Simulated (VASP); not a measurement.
Input:

```
CdF2
1.0
    0.00000     2.79220     2.79220
    2.79220     0.00000     2.79220
    2.79220     2.79220     0.00000
Cd F
1 2
Direct
  0.00000   0.00000   0.00000
  0.25000   0.25000   0.25000
  0.75000   0.75000   0.75000
```

Calculation: PW91 GGA, VASP's PBE PAW potentials (set 64) (plane waves; VASP 6.6.1). Numerical set-up: 520 eV cut-off, 7×7×7 Γ-centred mesh, Gaussian smearing of 0.050 eV, potentials Cd F.

Give the stress tensor in GPa (positive for a compressed cell).

```
-4.75   0.00   0.00
 0.00  -4.75   0.00
 0.00   0.00  -4.75
```
The pressure is its mean diagonal, -4.75 GPa.

The compound is CdF2 in the fluorite structure. This cell is one point of a volume scan, at 1.06 of the reference volume.
